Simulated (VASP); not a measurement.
Input of a VASP 6.6.1 run:

POSCAR

```
H22SO10
1.0
    7.1137870000      0.0000000000      0.0000000000
    0.0000000000      7.1137870000      0.0000000000
    0.0000000000      0.0000000000      7.1137870000
O H S
10 22 1
Direct
    0.9891637183      0.5974033240      0.7728654232
    0.3640958044      0.1963089421      0.3688893131
    0.2628979473      0.6457460703      1.0309417473
    0.0354944560      0.5338647334      0.3525126631
    0.5943529094      0.9133672403      0.8246100143
    0.3387647114      0.1947907633      0.8246943576
    0.6309016562      0.4994526825      0.2799071718
    0.9134656407      0.8671893044      0.1475304223
    0.4450372214      0.7788819092      0.5086179836
    0.6158323267      0.4639301120      0.8757220310
    1.0201879815      0.5631459025      0.6442841204
    0.8746677403      0.5278623046      0.7940074675
    0.4660808652      0.2710792437      0.3605533874
    0.3357283540      0.1522395877      0.2329982610
    0.1388008947      0.6148623792      0.9710439742
    0.2218368360      0.7502473718      1.1044609573
    0.0532487127      0.4018394141      0.3994215739
    0.1302681680      0.5398390478      0.2497122840
    0.5466708520      0.8556623919      0.7190544221
    0.7214160334      0.9597700915      0.7708833565
    0.2851926829      0.2361892477      0.6917693768
    0.4037652519      0.0626389292      0.7891577299
    0.7719798189      0.4982578196      0.2938378672
    0.5910916366      0.4923116197      0.1543059976
    0.8519091168      0.8603715574      0.0206078703
    0.9638607397      0.7507956030      0.1799744637
    0.4894720632      0.6733966030      0.4262005596
    0.4774531484      0.8895683832      0.4233610031
    0.5615855521      0.3315252481      0.8869396849
    0.5241933727      0.5507755574      0.8853512201
    0.9485664949     -0.0502685841      0.5580853067
    0.9393449649      0.1836152811      0.7215284911
    0.8783647866      0.1415139362      0.5450823872
```

The input INCAR.step1:

```
SYSTEM = H22SO10
PREC = Accurate
ENCUT = 520
ISMEAR = -1
SIGMA = 0.02
LREAL = Auto
LASPH = .True.
NELM = 100
NBANDS = 66
GGA = PE
ALGO = Normal
EDIFF = 1E-4
LWAVE = .True.
LCHARG = .False.
```

The input INCAR.step2:

```
SYSTEM = H22SO10
PREC = Accurate
ENCUT = 520
EDIFF = 1E-6
ISMEAR = -1
SIGMA = 0.02
LREAL = Auto
LASPH = .True.
NELM = 100
ALGO = Normal
ISIF = 2
LWAVE = .False.
LCHARG = .False.
METAGGA = R2SCAN
LMIXTAU = .True.
IVDW = 12
VDW_S6 = 1.0
VDW_S8 = 0.78981345
VDW_A1 = 0.49484001
VDW_A2 = 5.73083694
NBANDS = 66
ISTART = 1
```

The input KPOINTS:

```
Automatic mesh
0
Gamma
  1 1 1
  0 0 0
```

Potentials or basis: VASP PAW PBE potentials, release 64 (O, H, S).

Run with:

```console
$ cat potpaw_PBE.64/O/POTCAR potpaw_PBE.64/H/POTCAR potpaw_PBE.64/S/POTCAR > POTCAR
$ cp INCAR.step1 INCAR
$ mpirun -np 1 vasp_gam > vasp.out
$ cp INCAR.step2 INCAR
$ mpirun -np 1 vasp_gam > vasp.out
```

**Question.** What does it give for the dispersion energy per atom?

**Answer.** -0.018 eV.

**Question.** What does it give for the band gap on the k mesh?

**Answer.** 4.73 eV, direct.

Stress tensor (GPa, compression positive):
```
-1.38  0.82 -0.18
 0.82 -2.24  0.76
-0.18  0.76 -3.11
```

Caveat: the PAW data sets were made with another functional, which shifts forces and pressure a little. r2SCAN opens gaps a little over a GGA but as a rule still falls short of measured ones.
